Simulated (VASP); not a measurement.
VASP input:

INCAR:
```
! general
SYSTEM =GaSb
PREC   =Accurate
ENCUT  =400   ! plane-wave cut-off (eV)
LREAL  =.False.   ! projection in real space or not
LASPH  =.True.   ! aspherical one-centre terms

! electronic loop
EDIFF  =1E-6
NELM   =100
ALGO   =Normal   ! blocked Davidson
LMAXMIX=4

! smearing
ISMEAR =1   ! Methfessel-Paxton
SIGMA  =0.1   ! width (eV)

! functional
GGA    =PE

! ions
ISIF   =2   ! forces and stress, cell fixed

! output
LWAVE  =.False.
LCHARG =.False.
```

### KPOINTS
```
Automatic mesh
0
Gamma
7 7 7
0 0 0
```

File POSCAR:
```
GaSb
4.3996180
  0.0000000000   0.7071068443   0.7071068443
  0.7071068443   0.0000000000   0.7071068443
  0.7071068443   0.7071068443   0.0000000000
Ga Sb
1 1
Direct
  0.0000000000   0.0000000000   0.0000000000
  0.2500000000   0.2500000000   0.2500000000
```

POTCAR, in this order: Ga_d Sb (PBE.64 set). Program: vasp_std.

Task: Write an equivalent input for Quantum ESPRESSO's pw.x.

Result: One equivalent input (not run):
```
&CONTROL
  calculation = 'scf'
  pseudo_dir = './pseudo'
  outdir = './out'
  tprnfor = .true.
  tstress = .true.
/
&SYSTEM
  ibrav = 0
  nat = 2
  ntyp = 2
  ecutwfc = 80
  occupations = 'smearing'
  smearing = 'methfessel-paxton'
  degauss = 0.00735
  input_dft = 'pbe'
/
&ELECTRONS
  conv_thr = 7.3e-08
  electron_maxstep = 100
/
ATOMIC_SPECIES
  Ga 69.723 Ga.upf
  Sb 121.760 Sb.upf
CELL_PARAMETERS angstrom
     0.0000000    3.1110000    3.1110000
     3.1110000    0.0000000    3.1110000
     3.1110000    3.1110000    0.0000000
ATOMIC_POSITIONS crystal
  Ga   0.0000000  0.0000000  0.0000000
  Sb   0.2500000  0.2500000  0.2500000
K_POINTS automatic
  7 7 7 0 0 0
```
What does not carry over: the potentials are each code's own (VASP's PAW set, PseudoDojo norm-conserving files in pw.x), so ENCUT and ecutwfc are chosen apart and not converted; conv_thr bounds pw.x's estimated SCF error, while EDIFF bounds the energy change between steps.

The compound is GaSb in the zinc blende structure. The cell was not relaxed at this level. The run is one of a series of settings (ISMEAR = 1, SIGMA = 0.1 against the base run), some of them coarse on purpose.
